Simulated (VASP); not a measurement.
Energy against volume of C (diamond). Computed with vdW-DF-cx, VASP's PBE PAW potentials (set 64) (plane waves; VASP). Numerical set-up: 520 eV cut-off, 13×13×13 Γ-centred mesh, Gaussian smearing of 0.050 eV, potentials C.

```json
[
 {"V (Å³/atom)": "5.510", "E (eV/atom)": "-8.16161"},
 {"V (Å³/atom)": "5.681", "E (eV/atom)": "-8.16921"},
 {"V (Å³/atom)": "5.851", "E (eV/atom)": "-8.16275"},
 {"V (Å³/atom)": "6.021", "E (eV/atom)": "-8.14407"}
]
```

### Question
Fit these four points and predict the energy of the run at 5.340 Å³/atom.

### Answer
A cubic in V^(−2/3), the third-order Birch-Murnaghan form, passes through the four points with V0 = 5.68 Å³/atom and B0 = 439 GPa, and gives -8.1380 eV/atom there. The run gave -8.1378 eV/atom, +0.1 meV/atom from the fit; all five points give B0 = 439 GPa.

The compound is C in the diamond structure. It was relaxed first.
